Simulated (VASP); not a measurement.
Here is the system:

```yaml
crystal:
  lattice:
    - [3.73164, 0.00000, 0.00000]
    - [-1.86582, 3.23169, 0.00000]
    - [0.00000, 0.00000, 5.20099]
  atoms:
    - { symbol: V, position: [0.00000, 0.00000, 0.00000], spin: 2.0 }
    - { symbol: V, position: [0.00000, 0.00000, 0.50000], spin: 2.0 }
    - { symbol: Si, position: [0.33333, 0.66667, 0.25000] }
    - { symbol: Si, position: [0.66667, 0.33333, 0.75000] }
```

Computed with PBE GGA, VASP's PBE PAW potentials (set 64) (plane waves; VASP). Run with 300 eV cut-off, 6×6×4 Γ-centred mesh, Gaussian smearing of 0.10 eV, potentials V_sv Si.

Task: Predict the cell moment, energy per atom (σ→0), band gap (on the k-mesh) with the smallest direct gap where there is one.

Result: 
```
Quantity                                                     Value
------------------------  ----------------------------------------
band gap (on the k-mesh)  none (metal, semimetal or under 0.01 eV)
cell moment                                                0.00 μB
energy per atom (σ→0)                               -7.164 eV/atom
```

The absolute energy has meaning only against runs of the same code, potentials and settings.

The structure was generated: VSi was put into an ordered model structure, which need not be its known phase. The cell was not relaxed at this level. The k-mesh is coarse (spacing up to 0.32 per Å, 2π included), so the numbers may not be converged in it.
